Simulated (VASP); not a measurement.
Calculation: LDA (Ceperley-Alder, Perdew-Zunger), VASP's LDA PAW potentials (set 64) (plane waves; VASP).

Gaps are without spin-orbit coupling.

### Question
Order these relaxed crystals by band gap, smallest first: Se, P3_121 (152); BeTe, F-43m (216); BAs, P6_3mc (186); Ba2NF, R-3m (166).

### Answer
Se, P3_121 (152) (0.25 eV), Ba2NF, R-3m (166) (0.74 eV), BAs, P6_3mc (186) (1.05 eV), BeTe, F-43m (216) (1.78 eV)
